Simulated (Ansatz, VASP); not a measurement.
# Ti2P (Ti2P (P-62m)) in two plane-wave programs, part 2 of 2

One calculation is typed for both programs; each brings its own data sets. How far apart do they land? The cell is taken from a series of runs on this material, whose earlier steps may have relaxed, scaled, displaced or heated it; both programs get it as it stands.

VASP 6.6.1 and Ansatz 0.2.0.

So far: The structure; Ansatz: relaxation of cell and atoms, r2SCAN.

### 3. VASP: relaxation of cell and atoms, r2SCAN

Level of this step: r2SCAN; plane waves and PAW (Ti_sv, P) (VASP).

The same cell, functional, mesh and smearing now go to VASP, with its own data sets.

Lines of VASP's logs that name or quote its potential files are left out, and so is its time.

INCAR

```
SYSTEM = Ti2P
PREC = Accurate
ENCUT = 550
EDIFF = 1E-07
NELM = 120
ISMEAR = -1
SIGMA = 0.05
LREAL = .FALSE.
ALGO = Normal
METAGGA = R2SCAN
LASPH = .TRUE.
NBANDS = 53
LORBIT = 11
LWAVE = .FALSE.
LCHARG = .FALSE.
ISIF = 3
IBRION = 2
NSW = 80
EDIFFG = -0.005
GGA_COMPAT = .FALSE.
NELMIN = 4
LMIXTAU = .TRUE.
KPAR = 2
```

POSCAR

```
Ti2P
1.0
    6.6049650000      0.0000000000      0.0000000000
   -3.3024830000      5.7200680000      0.0000000000
    0.0000000000      0.0000000000      3.5063830000
Ti P
6 3
Direct
    0.9999999820      0.2539725052      0.5000001426
    0.2539725797      0.0000000000      0.5000001426
    0.7460275897      0.7460274948      0.5000001426
    0.5916446189      0.0000000000      0.0000000000
    0.4083554398      0.4083552853      0.0000000000
    0.0000000053      0.5916445399      0.0000000000
    0.0000000000      0.0000000000      0.0000000000
    0.6666667385      0.3333332751      0.5000001426
    0.3333334129      0.6666667249      0.5000001426
```

KPOINTS

```
Automatic mesh
0
Gamma
7 7 11
0 0 0
```

Potentials, in the order of the species: Ti_sv and P (PBE family, release 64).

Launch:

```bash
$ mpirun -np 2 vasp_std
```

Numbers of over 12 decimals in the logs are rounded to 6 here.

Output:

```text
[banner, memory and clock lines left out]
running    2 mpi-ranks, on    1 nodes
 distrk:  each k-point on    1 cores,    2 groups
 distr:  one band on    1 cores,    1 groups

 POSCAR found type information on POSCAR TiP
 POSCAR found :  2 types and       9 ions
|                                                                             |
|               ----> ADVICE to this user running VASP <----                  |
|                                                                             |
|     You enforced a specific xc type in the INCAR file but a different       |
|     [... a line on the potential file left out ...]
|     I HOPE YOU KNOW WHAT YOU ARE DOING!                                     |
|                                                                             |

 LDA part: xc-table for (None), standard interpolation
 POSCAR, INCAR and KPOINTS ok, starting setup
 FFT: planning ... GRIDC
 FFT: planning ... GRID_SOFT
 FFT: planning ... GRID
 WAVECAR not read
 entering main loop
       N       E                     dE             d eps       ncg     rms          rms(c)
DAV:   1     0.123081567113E+04    0.12308E+04   -0.44471E+04  5088   0.209E+03
DAV:   2     0.495183234394E+02   -0.11813E+04   -0.11595E+04  5088   0.651E+02
DAV:   3    -0.120603265098E+03   -0.17012E+03   -0.16639E+03  7432   0.212E+02
DAV:   4    -0.143493325305E+03   -0.22890E+02   -0.22645E+02  7632   0.683E+01
DAV:   5    -0.145244684268E+03   -0.17514E+01   -0.17470E+01  8064   0.169E+01    0.323E+01
DAV:   6    -0.120681675183E+03    0.24563E+02   -0.85060E+01  6574   0.696E+01    0.108E+01
DAV:   7    -0.115303494652E+03    0.53782E+01   -0.23725E+01  7609   0.260E+01    0.103E+01
DAV:   8    -0.113860403235E+03    0.14431E+01   -0.10117E+01  6975   0.150E+01    0.432E+00
DAV:   9    -0.114643495805E+03   -0.78309E+00   -0.22895E+00  6340   0.927E+00    0.145E+00
DAV:  10    -0.114936179195E+03   -0.29268E+00   -0.10910E+00  5624   0.758E+00    0.404E-01
DAV:  11    -0.114950085524E+03   -0.13906E-01   -0.28352E-01  6680   0.279E+00    0.629E-01
DAV:  12    -0.114931798954E+03    0.18287E-01   -0.28046E-02  6423   0.118E+00    0.494E-01
DAV:  13    -0.115035481922E+03   -0.10368E+00   -0.81116E-02  5584   0.172E+00    0.195E-01
DAV:  14    -0.115026914119E+03    0.85678E-02   -0.11395E-02  6774   0.663E-01    0.152E-01
DAV:  15    -0.115029426540E+03   -0.25124E-02   -0.22407E-03  6600   0.260E-01    0.598E-02
DAV:  16    -0.115034757837E+03   -0.53313E-02   -0.49465E-03  5558   0.399E-01    0.479E-02
DAV:  17    -0.115035084983E+03   -0.32715E-03   -0.40886E-04  6160   0.138E-01    0.224E-02
DAV:  18    -0.115035065646E+03    0.19337E-04   -0.60104E-05  6894   0.530E-02    0.969E-03
DAV:  19    -0.115035083919E+03   -0.18273E-04   -0.27776E-05  5888   0.341E-02    0.771E-03
DAV:  20    -0.115035082498E+03    0.14214E-05   -0.52039E-06  7043   0.148E-02    0.504E-03
DAV:  21    -0.115035083554E+03   -0.10568E-05   -0.38169E-06  6704   0.115E-02    0.270E-03
DAV:  22    -0.115035086030E+03   -0.24756E-05   -0.96511E-07  5243   0.556E-03    0.223E-03
DAV:  23    -0.115035087758E+03   -0.17278E-05   -0.12726E-06  5624   0.709E-03    0.131E-03
DAV:  24    -0.115035087810E+03   -0.52243E-07   -0.12588E-07  3651   0.303E-03
   1 F= -.11503509E+03 E0= -.11500279E+03  d E =-.115035E+03
[...]
2 F= -.11503514E+03 E0= -.11500266E+03  d E =-.562168E-04
[...]
3 F= -.11503521E+03 E0= -.11500280E+03  d E =-.122515E-03
[...]
4 F= -.11503525E+03 E0= -.11500278E+03  d E =-.423792E-04
[...]
5 F= -.11503526E+03 E0= -.11500274E+03  d E =-.501304E-04
 curvature:  -0.90 expect dE=-0.138E-04 dE for cont linesearch -0.590E-09
 trial: gam= 0.20320 g(F)=  0.110E-04 g(S)=  0.434E-05 ort = 0.229E-06 (trialstep = 0.103E+01)
 search vector abs. value=  0.187E-04
 bond charge predicted
       N       E                     dE             d eps       ncg     rms          rms(c)
DAV:   1    -0.115035172186E+03    0.88332E-04   -0.39229E-03  5939   0.897E-01    0.215E-02
DAV:   2    -0.115035267904E+03   -0.95718E-04   -0.98444E-04  5266   0.195E-01    0.145E-02
DAV:   3    -0.115035270059E+03   -0.21554E-05   -0.53648E-05  7328   0.551E-02    0.965E-03
DAV:   4    -0.115035270037E+03    0.22594E-07   -0.96562E-06  7251   0.282E-02    0.795E-03
DAV:   5    -0.115035269292E+03    0.74510E-06   -0.64589E-06  6906   0.244E-02    0.130E-03
DAV:   6    -0.115035269430E+03   -0.13804E-06   -0.12944E-06  6593   0.896E-03    0.117E-03
DAV:   7    -0.115035269397E+03    0.32933E-07   -0.20793E-07  3912   0.568E-03
   6 F= -.11503527E+03 E0= -.11500272E+03  d E =-.894106E-05
 trial-energy change:   -0.000009  1 .order   -0.000009   -0.000016   -0.000001
 step:   1.1384(harm=  1.1384)  dis= 0.00045  next Energy=  -115.035269 (dE=-0.873E-05)
 reached required accuracy - stopping structural energy minimisation
```

OUTCAR, selected parts (step 3):

```text
ion  position               nearest neighbor table
   1  1.000  0.254  0.500-   7 2.43   7 2.43   8 2.51   9 2.51   6 2.84   6 2.84   3 2.91   2 2.91

  LATTYP: Found a hexagonal cell.
 ALAT       =     6.6049650000
 C/A-ratio  =     0.5308707919

 Subroutine GETGRP returns: Found 12 space group operations
 (whereof 12 operations were pure point group operations)

The static configuration has the point symmetry D_3h.

 Found     48 irreducible k-points:

   k-points           NKPTS =     48   k-points in BZ     NKDIM =     48   number of bands    NBANDS=     53

   dimension x,y,z NGX =    54 NGY =   54 NGZ =   28
   dimension x,y,z NGXF=   108 NGYF=  108 NGZF=   56

   ENCUT  =  550.0 eV  40.42 Ry    6.36 a.u.  12.63 12.63  6.70*2*pi/ulx,y,z

   NELECT =      87.0000    total number of electrons

 k-points in reciprocal lattice and weights: Automatic mesh
   0.00000000  0.00000000  0.00000000       0.002
   0.14285714 -0.00000000  0.00000000       0.011
   0.28571429 -0.00000000  0.00000000       0.011
   0.42857143 -0.00000000  0.00000000       0.011
   0.14285714  0.14285714  0.00000000       0.011
   0.28571429  0.14285714  0.00000000       0.022
   0.42857143  0.14285714  0.00000000       0.011
   0.28571429  0.28571429  0.00000000       0.011
   0.00000000  0.00000000  0.09090909       0.004
[...]
0.42857143  0.14285714  0.45454545       0.022
   0.28571429  0.28571429  0.45454545       0.022

 average (electrostatic) potential at core
       1 -75.0582       2 -75.0582       3 -75.0582       4 -75.4050       5 -75.4050
       6 -75.4050       7 -81.6059       8 -81.5727       9 -81.5727

 E-fermi :  10.2830

 k-point     1 :       0.0000    0.0000    0.0000
  band No.  band energies     occupation
    ...
     40       9.0906      2.00000
     41       9.0906      2.00000
     42       9.1203      2.00000
     43       9.7960      1.99988
     44       9.7960      1.99988
     45      10.4124      0.13988
     46      10.4124      0.13988
     47      11.1677      0.00000
     48      11.3581      0.00000
     49      11.3581      0.00000
    ...

 k-point     2 :       0.1429   -0.0000    0.0000
  band No.  band energies     occupation
    ...
     40       9.2055      2.00000
     41       9.4523      2.00000
     42       9.5292      2.00000
     43       9.6909      1.99999
     44       9.7645      1.99994
     45      10.5205      0.01717
     46      10.5583      0.00810
     47      11.1584      0.00000
     48      11.2475      0.00000
     49      11.3234      0.00000
    ...

 k-point     3 :       0.2857   -0.0000    0.0000
  band No.  band energies     occupation
    ...
     40       9.3616      2.00000
     41       9.5075      2.00000
     42       9.7929      1.99989
     43       9.8470      1.99967
     44      10.0216      1.98934
     45      10.4825      0.03634
     46      10.7419      0.00021
     47      11.0748      0.00000
     48      11.1255      0.00000
     49      11.3888      0.00000
    ...

  Total        0.0038304      0.0038304      0.0009868     -0.0000000     -0.0000000      0.0000000
  in kB        0.0462782      0.0462782      0.0119217     -0.0000000     -0.0000000      0.0000000
  external PRESSURE =       0.0348260 kB  Pullay stress =       0.0000000 kB

  energy-cutoff  :      550.00
  volume of cell :      132.61
      direct lattice vectors                 reciprocal lattice vectors
     6.608314395 -0.000000000 -0.000000000     0.151324519  0.087367257  0.000000000
    -3.304157698  5.722968662  0.000000000     0.000000000  0.174734488  0.000000000
     0.000000000 -0.000000000  3.506474120     0.000000000 -0.000000000  0.285186762

 POSITION                                       TOTAL-FORCE (eV/Angst)
 -----------------------------------------------------------------------------------
      5.76931      1.45319      1.75324        -0.000464      0.000804      0.000000
      1.67800     -0.00000      1.75324         0.000928     -0.000000      0.000000
      2.46516      4.26978      1.75324        -0.000464     -0.000804      0.000000
      0.60821      5.72297      0.00000         0.000648     -0.000000      0.000000
      1.34797      2.33475      0.00000        -0.000324     -0.000562      0.000000
     -1.95619      3.38821      3.50647        -0.000324      0.000562      0.000000
      0.00000     -0.00000      0.00000         0.000000      0.000000      0.000000
      3.30416      1.90766      1.75324        -0.000000      0.000000      0.000000
     -0.00000      3.81531      1.75324        -0.000000      0.000000      0.000000
 -----------------------------------------------------------------------------------
    total drift:                               -0.003709      0.001804     -0.002966

  FREE ENERGIE OF THE ION-ELECTRON SYSTEM (eV)
  ---------------------------------------------------
  free  energy   TOTEN  =      -115.0352693968 eV

  energy  without entropy=     -114.9701782601  energy(sigma->0) =     -115.00272383

 reached required accuracy - stopping structural energy minimisation

 total charge
# of ion       s       p       d       tot
------------------------------------------
    1        2.198   6.195   1.988  10.382
    2        2.198   6.195   1.988  10.382
    3        2.198   6.195   1.988  10.382
    4        2.161   6.130   1.926  10.217
    5        2.161   6.130   1.926  10.217
    6        2.161   6.130   1.926  10.217
    7        1.003   1.596   0.000   2.599
    8        0.994   1.557   0.000   2.551
    9        0.994   1.557   0.000   2.551
--------------------------------------------------
tot         16.069  41.685  11.743  69.496

[... 3 further parts left out ...]
```

### 4. Side by side

Known differences besides the potentials themselves: VASP keeps PBE cores, Ansatz makes them for the functional; the cutoff is 500 eV in Ansatz and 550 eV in VASP; Ansatz adds a Pulay correction to the stress that steers its cell, VASP none; in our runs with r2SCAN, forces from VASP's data set Ti_sv part from Ansatz's all-electron ones, so neither program is the reference here. Total energies have different zeros and are not compared.

Both answers:

| quantity | Ansatz | VASP | difference |
| --- | --- | --- | --- |
| volume (Å³) | 132.31 | 132.61 | -0.23 % |
| edge a after relaxation, in the typed setting (Å) | 6.603 | 6.608 | -0.08 % |
| edge c after relaxation, in the typed setting (Å) | 3.504 | 3.506 | -0.07 % |

### 5. Outcome

| Property | Result |
| --- | --- |
| difference in volume (relaxation of cell and atoms, r2SCAN) | -0.23 % |

What this shows: The difference in volume is -0.23 % (relaxation of cell and atoms, r2SCAN), within the 1.2 % picked in this series as the mark of a large difference, as far as the stopping tolerances let one tell. Such differences can come from data sets, numerical settings and the points named under the comparisons, not from the functional's error against experiment.

[Lines on the potential files, build, host, timing and source positions are cut from VASP's logs without a mark.]

[Logs are printed without paths, hosts, clocks, repeated set-up lines and the standing remarks that a program may print on its own settings, such as how far it seeks lower states.]

[Hosts, paths, dates, database ids (printed as entryN), source tags and the programs' standing remarks are cut or masked in the printed files.]
